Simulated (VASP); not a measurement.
Take Ge (diamond), without spin-orbit terms, in VASP with PAW potentials, and its band gap.

### Question
One run gives 0.33 eV. Which level is it?
(A) rev-vdW-DF2 (own cell)
(B) r2SCAN (own cell)
(C) optB88-vdW (own cell)
(D) PBE-D3(BJ) (own cell)

### Answer
B, r2SCAN (own cell).  The others give 0 (metallic) (PBE-D3(BJ) (own cell)), 0 (metallic) (optB88-vdW (own cell)), 0 (metallic) (rev-vdW-DF2 (own cell)).

Only levels that ran to the end are used. Left out are those held back, those with too coarse a band path, GW runs whose mesh misses a band edge, hybrids' fits of cells that aren't cubic and levels without matching references; a question may draw on a part of the rest.

The compound is Ge in the diamond structure.
